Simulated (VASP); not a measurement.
Output of a VASP run:

### OUTCAR
```
 ion  position               nearest neighbor table
   1  0.000  0.000  0.000-   2 2.56   2 2.56   2 2.56   2 2.56
   2  0.250  0.250  0.250-   1 2.56   1 2.56   1 2.56   1 2.56
  LATTYP: Found a face centered cubic cell.
 ALAT       =     5.9091860352
 Subroutine PRICEL returns:
 Original cell was already a primitive cell.
 Subroutine GETGRP returns: Found 24 space group operations
The static configuration has the point symmetry T_d .
The dynamic configuration has the point symmetry T_d .
 Subroutine INISYM returns: Found 24 space group operations
 Subroutine IBZKPT returns following result:
 Found     35 irreducible k-points:

 Following reciprocal coordinates:
            Coordinates               Weight
  0.000000  0.000000  0.000000      1.000000
  0.111111  0.000000  0.000000      8.000000
  0.222222  0.000000  0.000000      8.000000
  0.333333  0.000000  0.000000      8.000000
  0.444444  0.000000  0.000000      8.000000
  0.111111  0.111111  0.000000      6.000000
  0.222222  0.111111  0.000000     24.000000
  0.333333  0.111111  0.000000     24.000000
  0.444444  0.111111  0.000000     24.000000
 -0.444444  0.111111  0.000000     24.000000
 -0.333333  0.111111  0.000000     24.000000
 -0.222222  0.111111  0.000000     24.000000
 -0.111111  0.111111  0.000000     12.000000
  0.222222  0.222222  0.000000      6.000000
  0.333333  0.222222  0.000000     24.000000
  0.444444  0.222222  0.000000     24.000000
 -0.444444  0.222222  0.000000     24.000000
 -0.333333  0.222222  0.000000     24.000000
 -0.222222  0.222222  0.000000     12.000000
  0.333333  0.333333  0.000000      6.000000
  0.444444  0.333333  0.000000     24.000000
 -0.444444  0.333333  0.000000     24.000000
 -0.333333  0.333333  0.000000     12.000000
  0.444444  0.444444  0.000000      6.000000
 -0.444444  0.444444  0.000000     12.000000
  0.333333  0.222222  0.111111     24.000000
  0.444444  0.222222  0.111111     48.000000
 -0.444444  0.222222  0.111111     48.000000
  0.444444  0.333333  0.111111     24.000000
 -0.444444  0.333333  0.111111     48.000000
 -0.333333  0.333333  0.111111     48.000000
 -0.222222  0.333333  0.111111     24.000000
 -0.444444  0.444444  0.111111     24.000000
 -0.333333  0.444444  0.111111     24.000000
 -0.333333  0.444444  0.222222     24.000000
   k-points           NKPTS =     35   k-points in BZ     NKDIM =     35   number of bands    NBANDS=     13
   number of dos      NEDOS =    601   number of ions     NIONS =      2
   total plane-waves  NPLWV =  32768
   dimension x,y,z NGX =    32 NGY =   32 NGZ =   32
   dimension x,y,z NGXF=    64 NGYF=   64 NGZF=   64
   ions per type =               1   1
   PREC   = accura    normal or accurate (medium, high low for compatibility)
   ISTART =      0    job   : 0-new  1-cont  2-samecut
   ICHARG =      2    charge: 1-file 2-atom 10-const
   ISPIN  =      1    spin polarized calculation?
   LNONCOLLINEAR =      F non collinear calculations
   LSORBIT =      F    spin-orbit coupling
   INIWAV =      1    electr: 0-lowe 1-rand  2-diag
   ENCUT  =  520.0 eV  38.22 Ry    6.18 a.u.   7.77  7.77  7.77*2*pi/ulx,y,z
   NELM   =    100;   NELMIN=  2; NELMDL= -5     # of ELM steps
   EDIFF  = 0.1E-06   stopping-criterion for ELM
   LREAL  =      F    real-space projection
   NLSPLINE    = F    spline interpolate recip. space projectors
   LMAXMIX     =    4 max onsite mixed and CHGCAR
   VOSKOWN=      0    Vosko Wilk Nusair interpolation
   EDIFFG = 0.1E-05   stopping-criterion for IOM
   NSW    =      0    number of steps for IOM
   NBLOCK =      1;   KBLOCK =      1    inner block; outer block
   IBRION =     -1    ionic relax: 0-MD 1-quasi-New 2-CG
   NFREE  =      0    steps in history (QN), initial steepest desc. (CG)
   ISIF   =      2    stress and relaxation
   ISYM   =      2    0-nonsym 1-usesym 2-fastsym
   TEIN   =    0.0    initial temperature
   TEBEG  =    0.0;   TEEND  =   0.0 temperature during run
...
```

### OSZICAR
```
       N       E                     dE             d eps       ncg     rms          rms(c)
DAV:   1     0.120101139683E+03    0.12010E+03   -0.90625E+03   910   0.126E+03
DAV:   2     0.897183496741E+01   -0.11113E+03   -0.10670E+03  1040   0.298E+02
DAV:   3     0.447643013092E+01   -0.44954E+01   -0.44848E+01  1095   0.629E+01
DAV:   4     0.444640783836E+01   -0.30022E-01   -0.30019E-01  1020   0.525E+00
DAV:   5     0.444599158438E+01   -0.41625E-03   -0.41625E-03  1095   0.584E-01    0.954E+00
DAV:   6     0.961455461374E+01    0.51686E+01   -0.63647E+00   910   0.379E+01    0.648E+00
DAV:   7     0.935928986658E+01   -0.25526E+00   -0.50421E-01   955   0.688E+00    0.437E+00
DAV:   8     0.984482082343E+01    0.48553E+00   -0.47602E-01   915   0.904E+00    0.123E+00
DAV:   9     0.936183965367E+01   -0.48298E+00   -0.29204E-01   910   0.669E+00    0.609E-01
DAV:  10     0.942984115055E+01    0.68001E-01   -0.89712E+01   910   0.285E+03    0.284E-01
DAV:  11     0.938047824144E+01   -0.49363E-01   -0.33780E-01   910   0.882E+00    0.420E-01
DAV:  12     0.938127166267E+01    0.79342E-03   -0.73423E-04  1090   0.270E-01    0.319E-01
DAV:  13     0.937968706493E+01   -0.15846E-02   -0.78579E-04   915   0.373E-01    0.822E-02
DAV:  14     0.937975426021E+01    0.67195E-04   -0.25887E-04   955   0.167E-01    0.102E-01
DAV:  15     0.937999670559E+01    0.24245E-03   -0.23195E-04   920   0.217E-01    0.477E-02
DAV:  16     0.937938763541E+01   -0.60907E-03   -0.82946E-05   920   0.126E-01    0.290E-02
DAV:  17     0.937936713386E+01   -0.20502E-04   -0.14793E-05  1020   0.454E-02    0.353E-02
DAV:  18     0.937935663574E+01   -0.10498E-04   -0.42054E-05   920   0.748E-02    0.165E-02
DAV:  19     0.937935103794E+01   -0.55978E-05   -0.19925E-06  1065   0.191E-02    0.159E-02
DAV:  20     0.937935144741E+01    0.40947E-06   -0.23142E-06   920   0.186E-02    0.269E-03
DAV:  21     0.937934969670E+01   -0.17507E-05   -0.32127E-07   920   0.831E-03    0.163E-03
DAV:  22     0.937934961208E+01   -0.84625E-07   -0.14179E-07   848   0.451E-03
   1 F= 0.93793496E+01 E0= 0.93793496E+01  d E =0.000000E+00
       N       E                     dE             ncg
       N       E                     dE             ncg
```

OUTCAR:
```
------------------------ aborting loop because EDIFF is reached ----------------------------------------
  FORCE on cell =-STRESS in cart. coord.  units (eV):
  Direction    XX          YY          ZZ          XY          YZ          ZX
  --------------------------------------------------------------------------------------
  Total        0.0027485      0.0027485      0.0027485      0.0000000     -0.0000000      0.0000000
  in kB        0.0853664      0.0853664      0.0853664      0.0000000     -0.0000000      0.0000000
  external PRESSURE =       0.0853664 kB  Pullay stress =       0.0000000 kB
  volume of cell :       51.58
      direct lattice vectors                 reciprocal lattice vectors
     0.000000000  2.954593018  2.954593018    -0.169228045  0.169228045  0.169228045
     2.954593018  0.000000000  2.954593018     0.169228045 -0.169228045  0.169228045
     2.954593018  2.954593018  0.000000000     0.169228045  0.169228045 -0.169228045
  FREE ENERGIE OF THE ION-ELECTRON SYSTEM (eV)
  ---------------------------------------------------
  free  energy   TOTEN  =         9.3793496121 eV

  energy  without entropy=        9.3793496121  energy(sigma->0) =        9.37934961

 total charge

# of ion       s       p       d       tot
------------------------------------------
    1        0.405   0.297   9.546  10.248
    2        1.312   2.396   0.000   3.708
--------------------------------------------------
tot          1.717   2.693   9.546  13.956
```
(Selected blocks of OUTCAR.)

File POSCAR:
```
CdS
1
    0.0000000000     2.9545930176     2.9545930176
    2.9545930176     0.0000000000     2.9545930176
    2.9545930176     2.9545930176     0.0000000000
Cd S
1 1
Direct
  0.0000000000   0.0000000000   0.0000000000
  0.2500000000   0.2500000000   0.2500000000
```

Q: Reconstruct the remaining input files.

A: One answer among several that fit: the input of the run itself, revTPSS meta-GGA, plane waves, VASP's PBE PAW potentials (set 64).

### INCAR
```
! general
SYSTEM   =  CdS
PREC     =  Accurate
ENCUT    =  520
LREAL    =  .FALSE.
LASPH    =  .TRUE.

! electronic loop
EDIFF    =  1E-7
NELM     =  100
ALGO     =  Normal
LMAXMIX  =  4
LMIXTAU  =  .TRUE.

! smearing
ISMEAR   =  -5

! functional
METAGGA  =  RTPSS

! ions
ISIF     =  2

! output
LWAVE    =  .FALSE.
LCHARG   =  .FALSE.
LORBIT   =  11
NEDOS    =  601
```

KPOINTS_OPT:
```
k-points along high-symmetry lines
10
Line-mode
Reciprocal
  0.000000   0.000000   0.000000 ! GAMMA
 -0.500000  -0.500000   0.000000 ! X

 -0.500000  -0.500000   0.000000 ! X
 -0.375000  -0.375000   0.250000 ! U

 -0.375000  -0.000000   0.375000 ! K
  0.000000   0.000000   0.000000 ! GAMMA

  0.000000   0.000000   0.000000 ! GAMMA
  0.000000   0.000000   0.500000 ! L

  0.000000   0.000000   0.500000 ! L
 -0.500000  -0.250000   0.250000 ! W

 -0.500000  -0.250000   0.250000 ! W
 -0.500000  -0.500000   0.000000 ! X
```

File KPOINTS:
```
Regular mesh
0
G
9 9 9
```

POTCAR, in this order: Cd S (PBE.64 set). Program: vasp_std.

The compound is CdS in the zinc blende structure, a metastable form; wurtzite is the usual one. It was relaxed first.
